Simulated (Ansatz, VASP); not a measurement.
# NaAsF6 (NaAsF6 (Fm-3m)) in two plane-wave programs

Aim: how closely do two programs agree when they are given the same cell, functional and k mesh? The two relaxations start from unlike cells of this crystal (the structure described is Ansatz's start), so only their ends are compared.

Calculated with Ansatz 0.2.0; plane waves, with VASP 6.6.1 beside it; relaxation of cell and atoms at LDA.

**1. The starting structure**

Symmetry: Fm-3m, No. 225, cubic system. The conventional cell has a = 7.966 Å, b = 7.966 Å, c = 7.966 Å, α = 90.00°, β = 90.00°, γ = 90.00°. Nearest to Na lie 6 F at 2.24 Å. As has 6 F at 1.74 Å nearest. F has 1 As at 1.74 Å and 1 Na at 2.24 Å nearest. Farther neighbours and most contacts between anions are not listed.

**2. Ansatz: relaxation of cell and atoms, LDA**

Ansatz runs on its default PAW (the set named soft_2) files.

The relaxed volume is the usual yardstick between codes: in a stiff, nearly cubic crystal its relative difference is about their pressure difference at one cell divided by the bulk modulus.

input.yaml

```yaml
crystal:
  lattice:
    - [0.0, 3.9830493, 3.9830493]
    - [3.9830493, 0.0, 3.9830493]
    - [3.9830493, 3.9830493, 0.0]
  atoms:
    - { symbol: Na, position: [0.5, 0.5, 0.5] }
    - { symbol: As, position: [0.0, 0.0, 0.0] }
    - { symbol: F, position: [0.78162988, 0.78162988, 0.21837012] }
    - { symbol: F, position: [0.21837012, 0.78162988, 0.21837012] }
    - { symbol: F, position: [0.78162988, 0.21837012, 0.21837012] }
    - { symbol: F, position: [0.21837012, 0.21837012, 0.78162988] }
    - { symbol: F, position: [0.78162988, 0.21837012, 0.78162988] }
    - { symbol: F, position: [0.21837012, 0.78162988, 0.78162988] }
basis:
  ecutwfc: 420
  xc_grid: 2
hamiltonian:
  xc: lda
kpoints:
  mp_grid: { grid: [6, 6, 6] }
scf:
  occupations: { method: fixed }
  max_iter: 100
relax:
  f_tol: 0.005
  max_steps: 60
  cell: {}
output:
  forces: true
  stress: true
checkpoint:
  write: "../cell.run"
  compress: false
  write_wavefunctions: false
  write_every: 100000
```

Launch:

```sh
$ ansatz run input.yaml --threads 4 --pin off --max-ram 6594MiB --backend cpu --events-out ev --progress --plain --runs-dir out
```

Numbers of over 12 decimals in the logs are rounded to 6 here.

The program printed:

```text
Engine: ansatz 0.2.0, aarch64-unknown-linux-gnu
Pseudopotentials: kind: paw
Pseudopotential: Na, paw, valence charge 9, recommended cutoff 420 eV (normal), Na.paw.azcp
Pseudopotential: As, paw, valence charge 15, recommended cutoff 420 eV (normal), As.paw.azcp
Pseudopotential: F, paw, valence charge 7, recommended cutoff 420 eV (normal), F.paw.azcp
Functional definition: SPW92
  exchange = slater_x
  correlation = pw_c
Crystal: 8 atoms, lattice volume = 126.380 Å³
Basis set: ecut = 420 eV, 2445 PW (Γ), exchange–correlation on 80×80×80 points (8 copies of the dense FFT grid, shifted against one another)
Bands: 41, of which v1, the nominal top of the filled ones, is band 33 counted from 1 (32 counted from 0)
Symmetry: 48 space group operations
Space group: Fm-3m (ITA 225), of the structure as read, at distance tolerance 5.0e-5 Å
k-points: 16 of 216
Non-local potential: Na, projectors of the file, l = 0: 3, l = 1: 2, l = 2: 1
Non-local potential: As, projectors of the file, l = 0: 2, l = 1: 2, l = 2: 3, l = 3: 1
Non-local potential: F, projectors of the file, l = 0: 2, l = 1: 2, l = 2: 1
PAW form: soft (Blöchl's): semilocal exchange-correlation on the pseudo side does not see the compensation charge
PAW frozen core: Na, regenerated for the run's functional, and the local potential with it (the file was generated under x = pbe(κ = 0.804, μ = 0.219515), c = pbe(β = 0.066725))
PAW frozen core: As, regenerated for the run's functional, and the local potential with it (the file was generated under x = pbe(κ = 0.804, μ = 0.219515), c = pbe(β = 0.066725))
PAW frozen core: F, regenerated for the run's functional, and the local potential with it (the file was generated under x = pbe(κ = 0.804, μ = 0.219515), c = pbe(β = 0.066725))
PAW one-centre angular grid: Na, 110 points (default); XC on 64 Gauss nodes
PAW one-centre angular grid: As, 590 points (default); XC on 64 Gauss nodes
PAW one-centre angular grid: F, 110 points (default); XC on 64 Gauss nodes
Initial density: superposition of atomic densities (neutral atoms: chi_scale 0, normalization atom), corrected by the library's trained network
Initial wavefunctions: pseudopotential atomic-orbital guess
Functional: x = slater, c = lda
SCF iter   1: F=—  HF=-11004.993947 eV  |F-HF|=—  |Δ(HF+E_count)|=         —  Δρ=1.45e-2  dr2=1.79e-1  ethr=1.77e-3  ⟨swp⟩=4.1  Hψ=2578  notcnv=0  defer=96
preconditioner: auto → Resta (q_TF=auto, 2.448 Å⁻¹)  ε∞=2.6  [insulator: Δε(μ)=5.189 eV  Ē_g=19.290 eV  n_scr=26 (ndim 8)  ℏωp=24.3 eV  f_vac=0.361  ε∞_Penn≈2.6]
SCF iter   2: F=—  HF=-11004.936137 eV  |F-HF|=—  |Δ(HF+E_count)|=   5.78e-2  Δρ=3.16e-3  dr2=3.61e-3  ethr=2.72e-4  ⟨swp⟩=2.1  Hψ=1169  notcnv=0  defer=96
SCF iter   3: F=—  HF=-11004.934676 eV  |F-HF|=—  |Δ(HF+E_count)|=   1.46e-3  Δρ=1.27e-3  dr2=1.08e-3  ethr=5.47e-6  ⟨swp⟩=2.0  Hψ=1169  notcnv=0  defer=80
automatic band count: iteration 3 solves 40 bands in place of 41: the levels show a gap, and the empty bands left out lie too high to hold charge; the band table lists the bands solved (type scf.n_extra_bands for more)
SCF iter   4: F=—  HF=-11004.934462 eV  |F-HF|=—  |Δ(HF+E_count)|=   2.15e-4  Δρ=5.41e-4  dr2=2.10e-4  ethr=1.64e-6  ⟨swp⟩=1.8  Hψ=910  notcnv=0  defer=80
SCF iter   5: F=—  HF=-11004.934358 eV  |F-HF|=—  |Δ(HF+E_count)|=   1.03e-4  Δρ=1.22e-4  dr2=1.26e-5  ethr=3.19e-7  ⟨swp⟩=2.0  Hψ=860  notcnv=0  defer=19
SCF iter   6: F=—  HF=-11004.934358 eV  |F-HF|=—  |Δ(HF+E_count)|=   4.76e-8  Δρ=2.25e-5  dr2=5.69e-7  ethr=1.91e-8  ⟨swp⟩=2.9  Hψ=1144  notcnv=0  defer=18
SCF iter   7: F=-11004.934359 eV  HF=-11004.934359 eV  |F-HF|=5.09e-8  |Δ(HF+E_count)|=   4.04e-7  Δρ=4.13e-6  dr2=2.95e-8  ethr=1.52e-10  ⟨swp⟩=4.0  Hψ=2204  notcnv=0
SCF 1 converged in 7 iterations: F = -11004.934359 eV  dr2 = 2.95e-8
  greatest PAW one-centre occupation: 1.000 electrons in one spin orbital (limit 2), on the As atom at site 1 (counted from 0), in its partial waves of l = 2
relax step   1: F+E_penalty+E_count = -11004.93435889 eV  Δ(F+E_penalty+E_count) = +0.000e0 eV  max|allowed force component| = 1.491e-1 eV/Å  Δτ_max = 0.0000 Å  P = -1.579 GPa  Ω = 126.380 Å³  (7 SCF iters, dr2 threshold 1.00e-7 eV, accepted)
[...]
relax step   3: F+E_penalty+E_count = -11004.96825790 eV  Δ(F+E_penalty+E_count) = -1.754e-2 eV  max|allowed force component| = 5.773e-4 eV/Å  Δτ_max = 0.0079 Å  P = +0.031 GPa  Ω = 122.570 Å³  energy of the carried Pulay correction = +1.977e-2 eV  (6 SCF iters, dr2 threshold 8.00e-7 eV, accepted)
[...]
relax step   4: F+E_penalty+E_count = -11004.95060014 eV  Δ(F+E_penalty+E_count) = +1.766e-2 eV  max|allowed force component| = 6.417e-4 eV/Å  Δτ_max = 0.0000 Å  P = -0.229 GPa  Ω = 122.570 Å³  stress off target by 2.29e-1 GPa  SCF on the basis re-selected at this cell (its energy is not comparable with the rows above)  (7 SCF iters)
[...]
relax step   5: F+E_penalty+E_count = -11004.95533594 eV  Δ(F+E_penalty+E_count) = -4.736e-3 eV  max|allowed force component| = 1.299e-3 eV/Å  Δτ_max = 0.0032 Å  P = -0.007 GPa  Ω = 121.779 Å³  energy of the carried Pulay correction = +4.168e-3 eV  (6 SCF iters, dr2 threshold 1.31e-7 eV, accepted)
[...]
relax step   6: F+E_penalty+E_count = -11004.95158321 eV  Δ(F+E_penalty+E_count) = +3.753e-3 eV  max|allowed force component| = 1.535e-3 eV/Å  Δτ_max = 0.0000 Å  P = -0.040 GPa  Ω = 121.779 Å³  stress off target by 4.03e-2 GPa  SCF on the basis re-selected at this cell (its energy is not comparable with the rows above)  (6 SCF iters)
basis re-selected at this cell: Δ(F+E_penalty+E_count) = +3.753e-3 eV, ΔP = -0.033 GPa vs the last step (what re-selecting the basis moved, of the pressure what is left beyond the Pulay correction that the steps carried, after the strain that the cell walked since its last selection, with what the two solves' SCF thresholds leave and, on support functions, any second-order correction that the steps lacked; it is no m [...]
SCF converged after 6 iterations
Free energy (F): -11004.951583 eV
Harris-Foulkes:  -11004.951583 eV  (|F-HF|=8.37e-11)
Internal energy: -11004.951583 eV  (E = F + TS)
E sigma→0 (E₀):  -11004.951583 eV
Fermi energy:    -1.591987 eV
--- Per-component energies (eV) ---
  E_band       = -983.134585
  E_kinetic    = 1457.257276
  E_local      = -8946.633041  (includes V_loc(G=0)·N_el)
  E_nonlocal   = -83.909287
  E_hartree    = 3777.090789
  E_xc         = -580.650467
  E_vxc        = -729.896961  (∫ρ·V_xc dr)
  E_paw        = -3135.014134  (= ΣΔE_a)
  E_vpaw       = -234.145684  (= ΣTr[D̂ρ^β])
  E_aug_tail   = 0.011911  (compensation charges beyond the density's cutoff)
  E_ewald      = -3496.000261
  E_core_change = 2.895630  (= ΣΔE_core)
  E_smearing   = -0.000000  (= −TS)
  E_closure    = 0.000000  (closes the sum)
  Σ components = -11004.951583   (vs F -11004.951583, Δ=0.00e0)
--- Forces (eV/Å), atoms counted from 1 ---
  atom   1  Na     0.00000000    -0.00000000     0.00000000
  atom   2  As     0.00000000    -0.00000000     0.00000000
  atom   3  F     -0.00000000    -0.00000000     0.00153498
  atom   4  F      0.00000000    -0.00153498    -0.00000000
  atom   5  F     -0.00153498     0.00000000     0.00000000
  atom   6  F      0.00000000    -0.00000000    -0.00153498
  atom   7  F     -0.00000000     0.00153498     0.00000000
  atom   8  F      0.00153498    -0.00000000     0.00000000
  max |Σ_I F_I| component: 4.34e-19 eV/Å
--- Stress (GPa, compression-positive) ---
       -0.040300      -0.000000      -0.000000
       -0.000000      -0.040300       0.000000
       -0.000000      -0.000000      -0.040300
  P = ⅓ Tr σ = -0.0403 GPa (-0.403 kbar)
--- Relaxed structure (4 steps of the walk, 4 accepted, 2 SCFs on fresh bases) ---
  F+E_penalty+E_count = -11004.95158321 eV   max|allowed force component| = 1.535e-3 eV/Å   (the final SCF, on the basis selected at the relaxed cell)
  cell:  # Å, volume = 121.7791 Å³
    - [0, 3.934120, 3.934120]
    - [3.934120, 0, 3.934120]
    - [3.934120, 3.934120, 0]
  atoms:
    - { symbol: Na, position: [0.5, 0.5, 0.5] }
    - { symbol: As, position: [0, 0, 0] }
    - { symbol: F, position: [0.779919, 0.779919, 0.220081] }
    - { symbol: F, position: [0.220081, 0.779919, 0.220081] }
    - { symbol: F, position: [0.779919, 0.220081, 0.220081] }
    - { symbol: F, position: [0.220081, 0.220081, 0.779919] }
    - { symbol: F, position: [0.779919, 0.220081, 0.779919] }
    - { symbol: F, position: [0.220081, 0.779919, 0.779919] }
```

**3. VASP: relaxation of cell and atoms, LDA**

Its own start cell and the same functional (in two slightly different forms) and mesh now go to VASP, with its own data sets.

Lines of VASP's logs that name or quote its potential files are left out, and so is its time.

INCAR

```
SYSTEM = NaAsF6
PREC = Accurate
ENCUT = 600
EDIFF = 1E-07
NELM = 120
ISMEAR = 0
SIGMA = 0.01
LREAL = .FALSE.
ALGO = Normal
GGA = CA
NBANDS = 35
LORBIT = 11
LWAVE = .FALSE.
LCHARG = .FALSE.
ISIF = 3
IBRION = 2
NSW = 80
EDIFFG = -0.005
LASPH = .TRUE.
GGA_COMPAT = .FALSE.
NELMIN = 4
EFERMI = MIDGAP
KPAR = 2
```

POSCAR

```
NaAsF6
1.0
    0.0000000000      3.9223631220      3.9223631220
    3.9223631220      0.0000000000      3.9223631220
    3.9223631220      3.9223631220      0.0000000000
Na As F
1 1 6
Direct
    0.5000000000      0.5000000000      0.5000000000
    0.0000000000      0.0000000000      0.0000000000
    0.7782735327      0.7782735327      0.2217264673
    0.2217265928      0.7782734072      0.2217265928
    0.7782734072      0.2217265928      0.2217265928
    0.2217265928      0.2217265928      0.7782734072
    0.7782735327      0.2217264673      0.7782735327
    0.2217264673      0.7782735327      0.7782735327
```

KPOINTS

```
Automatic mesh
0
Gamma
6 6 6
0 0 0
```

The projector-augmented-wave data sets are Na_pv, As and F (LDA family, release 64).

Launch:

```sh
$ mpirun -np 2 vasp_std
```

The program printed:

```text
[banner, memory and clock lines left out]
running    2 mpi-ranks, on    1 nodes
 distrk:  each k-point on    1 cores,    2 groups
 distr:  one band on    1 cores,    1 groups

 POSCAR found type information on POSCAR NaAsF
 POSCAR found :  3 types and       8 ions
 LDA part: xc-table for (Slater(with rela. corr.)+CA(PZ))
 , standard interpolation
 POSCAR, INCAR and KPOINTS ok, starting setup
 FFT: planning ... GRIDC
 FFT: planning ... GRID_SOFT
 FFT: planning ... GRID
 WAVECAR not read
 entering main loop
       N       E                     dE             d eps       ncg     rms          rms(c)
DAV:   1     0.564066761271E+03    0.56407E+03   -0.31511E+04  1120   0.173E+03
DAV:   2     0.595602058302E+01   -0.55811E+03   -0.53466E+03  1312   0.431E+02
DAV:   3    -0.431295655571E+02   -0.49086E+02   -0.48876E+02  1288   0.139E+02
DAV:   4    -0.440996258815E+02   -0.97006E+00   -0.96785E+00  1416   0.216E+01
DAV:   5    -0.441172768316E+02   -0.17651E-01   -0.17631E-01  1344   0.284E+00    0.143E+01
DAV:   6    -0.398687107111E+02    0.42486E+01   -0.12761E+01  1447   0.219E+01    0.591E+00
DAV:   7    -0.397516462060E+02    0.11706E+00   -0.93563E-01  1424   0.490E+00    0.245E+00
DAV:   8    -0.396903103844E+02    0.61336E-01   -0.70359E-02  1431   0.212E+00    0.657E-01
DAV:   9    -0.396858108863E+02    0.44995E-02   -0.10836E-02  1466   0.675E-01    0.214E-01
DAV:  10    -0.396858789254E+02   -0.68039E-04   -0.15191E-03  1230   0.281E-01    0.105E-01
DAV:  11    -0.396859570547E+02   -0.78129E-04   -0.15131E-04  1250   0.833E-02    0.491E-02
DAV:  12    -0.396859910753E+02   -0.34021E-04   -0.17131E-05  1336   0.299E-02    0.858E-03
DAV:  13    -0.396859915911E+02   -0.51577E-06   -0.10443E-06  1376   0.748E-03    0.552E-03
DAV:  14    -0.396859917652E+02   -0.17407E-06   -0.27761E-07  1072   0.374E-03    0.973E-04
DAV:  15    -0.396859917684E+02   -0.32460E-08   -0.36380E-08  1013   0.188E-03
   1 F= -.39685992E+02 E0= -.39685992E+02  d E =-.396860E+02
[...]
2 F= -.39686017E+02 E0= -.39686017E+02  d E =-.251118E-04
[...]
3 F= -.39686017E+02 E0= -.39686017E+02  d E =-.251415E-04
[...]
4 F= -.39686039E+02 E0= -.39686039E+02  d E =-.217270E-04
[...]
5 F= -.39686050E+02 E0= -.39686050E+02  d E =-.328270E-04
 curvature:  -0.89 expect dE=-0.752E-05 dE for cont linesearch -0.363E-05
 ZBRENT: increasing intervall
 opt :   1.5197  next Energy=   -39.686056 (dE=-0.386E-04)
 bond charge predicted
       N       E                     dE             d eps       ncg     rms          rms(c)
DAV:   1    -0.396862833952E+02   -0.23363E-03   -0.16048E-02  1129   0.913E-01    0.122E-01
DAV:   2    -0.396860758977E+02    0.20750E-03   -0.88646E-04  1177   0.194E-01    0.309E-02
DAV:   3    -0.396860605507E+02    0.15347E-04   -0.36588E-05  1378   0.418E-02    0.122E-02
DAV:   4    -0.396860574440E+02    0.31066E-05   -0.51473E-06  1414   0.170E-02    0.353E-03
DAV:   5    -0.396860573288E+02    0.11521E-06   -0.58538E-07  1260   0.450E-03    0.221E-03
DAV:   6    -0.396860572930E+02    0.35785E-07   -0.26178E-08   780   0.156E-03
   6 F= -.39686057E+02 E0= -.39686057E+02  d E =-.403831E-04
 curvature:  -1.42 expect dE=-0.148E-05 dE for cont linesearch -0.472E-06
 trial: gam= 0.00000 g(F)=  0.970E-06 g(S)=  0.778E-07 ort =-0.613E-05 (trialstep = 0.672E+00)
 search vector abs. value=  0.105E-05
 reached required accuracy - stopping structural energy minimisation
```

(Part 1 of 2 ends here.)

[Lines on the potential files, build, host, timing and source positions are cut from VASP's logs without a mark.]

[Logs are printed without paths, hosts, clocks, repeated set-up lines and the standing remarks that a program may print on its own settings, such as how far it seeks lower states.]

[Hosts, paths, dates, database ids (printed as entryN), source tags and the programs' standing remarks are cut or masked in the printed files.]
